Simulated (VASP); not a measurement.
Energy against volume of CoGa (CsCl type). These are PBE GGA, VASP's PBE PAW potentials (set 64) (plane waves; VASP 6.6.1) values and carry that method's errors. Numerical set-up: 520 eV cut-off, 13×13×13 Γ-centred mesh, first-order Methfessel-Paxton smearing of 0.10 eV, potentials Ga_d Co.

| V (Å³/atom) | E (eV/atom) |
|---|---|
| 11.615 | -5.23288 |
| 11.974 | -5.23918 |
| 12.334 | -5.23356 |
| 12.693 | -5.21792 |

### Question
Fit these four points and predict the energy of the run at 11.256 Å³/atom.

### Answer
A cubic in V^(−2/3), the third-order Birch-Murnaghan form, passes through the four points with V0 = 11.97 Å³/atom and B0 = 177 GPa, and gives -5.2125 eV/atom there. The run gave -5.2124 eV/atom, +0.0 meV/atom from the fit; all five points give B0 = 177 GPa.

The compound is CoGa in the CsCl type structure. It was relaxed first. The run is not spin-polarised, so no magnetic state was tried.
